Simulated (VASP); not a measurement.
Calculation: MS2 meta-GGA, VASP's PBE PAW potentials (set 64) (plane waves; VASP 6.6.1).

The input files of a VASP run:

**INCAR**
```
SYSTEM = NaF
PREC = Accurate
ENCUT = 520
EDIFF = 1E-7
NELM = 100
ALGO = Normal
LREAL = .FALSE.
LASPH = .TRUE.
ISMEAR = 0
SIGMA = 0.05
METAGGA = MS2
LMIXTAU = .TRUE.
LWAVE = .FALSE.
LCHARG = .FALSE.
ISIF = 2
```

### KPOINTS
```
Automatic mesh
0
Gamma
10 10 10
0 0 0
```

POSCAR:
```
NaF
1
    0.0000000000     2.2427822079     2.2427822079
    2.2427822079     0.0000000000     2.2427822079
    2.2427822079     2.2427822079     0.0000000000
Na F
1 1
Direct
  0.0000000000   0.0000000000   0.0000000000
  0.5000000000   0.5000000000   0.5000000000
```

POTCAR, in this order: Na_pv F (PBE.64 set). Program: vasp_std.

Output of the run:

File OSZICAR:
```
       N       E                     dE             d eps       ncg     rms          rms(c)
DAV:   1     0.101640261385E+03    0.10164E+03   -0.82429E+03  1040   0.155E+03
DAV:   2    -0.121573166740E+02   -0.11380E+03   -0.10651E+03  1079   0.374E+02
DAV:   3    -0.175419643248E+02   -0.53846E+01   -0.53696E+01  1181   0.834E+01
DAV:   4    -0.175847892905E+02   -0.42825E-01   -0.42817E-01  1145   0.796E+00
DAV:   5    -0.175852257497E+02   -0.43646E-03   -0.43645E-03  1181   0.838E-01    0.526E+00
DAV:   6    -0.146557952985E+02    0.29294E+01   -0.19350E+00  1034   0.204E+01    0.173E+00
DAV:   7    -0.179649457039E+02   -0.33092E+01   -0.73361E+00  1034   0.301E+01    0.434E+00
DAV:   8    -0.189952874000E+02   -0.10303E+01   -0.62421E-02  1184   0.340E+00    0.477E+00
DAV:   9    -0.147929646366E+02    0.42023E+01   -0.60659E+00  1070   0.310E+01    0.310E+00
DAV:  10    -0.142167949732E+02    0.57617E+00   -0.64134E-01  1034   0.106E+01    0.135E+00
DAV:  11    -0.142668131799E+02   -0.50018E-01   -0.19559E-02  1052   0.200E+00    0.128E+00
DAV:  12    -0.142978323212E+02   -0.31019E-01   -0.44775E-02  1034   0.308E+00    0.738E-01
DAV:  13    -0.142768143989E+02    0.21018E-01   -0.26966E-02  1034   0.188E+00    0.271E-01
DAV:  14    -0.142912754537E+02   -0.14461E-01   -0.84530E-03  1034   0.133E+00    0.191E-01
DAV:  15    -0.142912470350E+02    0.28419E-04   -0.29782E-03  1203   0.629E-01    0.274E-02
DAV:  16    -0.142910745292E+02    0.17251E-03   -0.12111E-04  1040   0.148E-01    0.126E-02
DAV:  17    -0.142912522622E+02   -0.17773E-03   -0.50704E-05  1034   0.136E-01    0.223E-02
DAV:  18    -0.142912448964E+02    0.73658E-05   -0.77864E-05  1058   0.116E-01    0.203E-03
DAV:  19    -0.142912484555E+02   -0.35591E-05   -0.17261E-06  1217   0.181E-02    0.156E-03
DAV:  20    -0.142912462226E+02    0.22329E-05   -0.21479E-06  1040   0.194E-02    0.119E-03
DAV:  21    -0.142912472003E+02   -0.97772E-06   -0.35441E-08  1077   0.258E-03    0.122E-03
DAV:  22    -0.142912473294E+02   -0.12909E-06   -0.18181E-07  1043   0.579E-03    0.108E-04
DAV:  23    -0.142912475622E+02   -0.23277E-06   -0.37809E-09   535   0.106E-03    0.115E-04
DAV:  24    -0.142912475410E+02    0.21165E-07   -0.63519E-10   535   0.386E-04
   1 F= -.14291248E+02 E0= -.14291248E+02  d E =-.104748E-10
```

OUTCAR:
```
------------------------ aborting loop because EDIFF is reached ----------------------------------------
  FORCE on cell =-STRESS in cart. coord.  units (eV):
  Direction    XX          YY          ZZ          XY          YZ          ZX
  --------------------------------------------------------------------------------------
  Total        0.6936324      0.6936324      0.6936324      0.0000000      0.0000000      0.0000000
  in kB       49.2548094     49.2548094     49.2548094      0.0000000      0.0000000      0.0000000
  external PRESSURE =      49.2548094 kB  Pullay stress =       0.0000000 kB
  volume of cell :       22.56
      direct lattice vectors                 reciprocal lattice vectors
     0.000000000  2.242782208  2.242782208    -0.222937385  0.222937385  0.222937385
     2.242782208  0.000000000  2.242782208     0.222937385 -0.222937385  0.222937385
     2.242782208  2.242782208  0.000000000     0.222937385  0.222937385 -0.222937385
  FREE ENERGIE OF THE ION-ELECTRON SYSTEM (eV)
  ---------------------------------------------------
  free  energy   TOTEN  =       -14.2912475410 eV

  energy  without entropy=      -14.2912475410  energy(sigma->0) =      -14.29124754
```
(Selected blocks of OUTCAR.)

The compound is NaF in the rock salt structure. This cell is one point of a volume scan, at 0.94 of the reference volume.
